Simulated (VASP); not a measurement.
OSZICAR of a VASP run on InSb (zinc blende):

### OSZICAR
```
       N       E                     dE             d eps       ncg     rms          rms(c)
DAV:   1     0.126122732514E+03    0.12612E+03   -0.61954E+03  1144   0.104E+03
DAV:   2     0.324811150794E+01   -0.12287E+03   -0.11976E+03  1240   0.298E+02
DAV:   3    -0.677207931889E+01   -0.10020E+02   -0.99316E+01  1466   0.107E+02
DAV:   4    -0.711419081986E+01   -0.34211E+00   -0.34142E+00  1302   0.233E+01
DAV:   5    -0.713665086811E+01   -0.22460E-01   -0.22458E-01  1786   0.478E+00    0.411E+00
DAV:   6    -0.704210234438E+01    0.94549E-01   -0.16474E-01  1582   0.692E+00    0.237E+00
DAV:   7    -0.703146831915E+01    0.10634E-01   -0.69634E-02  1756   0.241E+00    0.131E+00
DAV:   8    -0.703216952624E+01   -0.70121E-03   -0.31405E-03  1272   0.471E-01    0.492E-01
DAV:   9    -0.703299892000E+01   -0.82939E-03   -0.27979E-03  1406   0.724E-01    0.141E-01
DAV:  10    -0.703335310767E+01   -0.35419E-03   -0.37884E-04  1286   0.251E-01    0.484E-02
DAV:  11    -0.703349577274E+01   -0.14267E-03   -0.17499E-04  1198   0.769E-02    0.190E-02
DAV:  12    -0.703350302962E+01   -0.72569E-05   -0.12541E-05  1310   0.328E-02    0.154E-02
DAV:  13    -0.703350340667E+01   -0.37706E-06   -0.42071E-07   864   0.835E-03
   1 F= -.70335034E+01 E0= -.70333728E+01  d E =-.261199E-03  mag=     0.0000     0.0000     0.0000
```

Problem. Which electronic solver shows in the log?

Solution. It is blocked Davidson (ALGO = Normal, or the opening steps of other solvers). The INCAR had ALGO = Normal.

Problem. How was spin treated?

Solution. With non-collinear spinors: mag has three components.

Problem. Can the final energy be trusted as converged?

Solution. Self-consistency was reached. It stopped with EDIFF = 1E-6, NELM = 100 (PBE GGA with spin-orbit coupling, plane waves, VASP's PBE PAW potentials (set 64)).

The compound is InSb in the zinc blende structure. It was relaxed first, which changed the volume by +7 %.
